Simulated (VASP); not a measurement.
VASP ran on this input.

### POSCAR
```
BBi
1.0
  3.0763264503   0.0000000000   0.0000000000
  0.0000000000   3.0763264503   0.0000000000
  0.0000000000   0.0000000000   3.0763264503
B Bi
1 1
Cart
  0.0000000000   0.0000000000   0.0000000000
  1.5381632251   1.5381632251   1.5381632251
```

**INCAR**
```
ALGO = Normal
EDIFF = 1E-6
EDIFFG = -0.02
ENCUT = 620
GGA = PS
IBRION = 2
ISIF = 3
ISMEAR = 1
LASPH = .True.
LCHARG = .False.
LMAXMIX = 4
LREAL = .False.
LWAVE = .False.
NELM = 100
NSW = 40
PREC = Accurate
PSTRESS = 300
SIGMA = 0.1
SYSTEM = BBi
```

**KPOINTS**
```
Regular mesh
0
gamma
  12 12 12
0 0 0
```

POTCAR, in this order: B Bi_d (PBE.64 set). Program: vasp_std.

### Question
Write an equivalent input for Quantum ESPRESSO's pw.x.

### Answer
One equivalent input (not run):
```
&CONTROL
  calculation = 'vc-relax'
  pseudo_dir = './pseudo'
  outdir = './out'
  tprnfor = .true.
  tstress = .true.
  nstep = 40
  forc_conv_thr = 0.00078
/
&SYSTEM
  ibrav = 0
  nat = 2
  ntyp = 2
  ecutwfc = 76
  occupations = 'smearing'
  smearing = 'methfessel-paxton'
  degauss = 0.00735
  input_dft = 'pbesol'
/
&ELECTRONS
  conv_thr = 7.3e-08
  electron_maxstep = 100
/
&IONS
/
&CELL
  press = 300
/
ATOMIC_SPECIES
  B 10.810 B.upf
  Bi 208.980 Bi.upf
CELL_PARAMETERS angstrom
     3.0763265   -0.0000000    0.0000000
    -0.0000000    3.0763265   -0.0000000
     0.0000000   -0.0000000    3.0763265
ATOMIC_POSITIONS crystal
  B    0.0000000  0.0000000  0.0000000
  Bi   0.5000000  0.5000000  0.5000000
K_POINTS automatic
  12 12 12 0 0 0
```
Limits of the translation: the potentials are each code's own (VASP's PAW set, PseudoDojo norm-conserving files in pw.x), so ENCUT and ecutwfc are chosen apart and not converted; conv_thr bounds pw.x's estimated SCF error, while EDIFF bounds the energy change between steps; forc_conv_thr acts on force components and is met together with etot_conv_thr.

The structure was generated: BBi was put into the CsCl type type (Pm-3m), which need not be its known phase. It was relaxed first under an external pressure of 30 GPa.
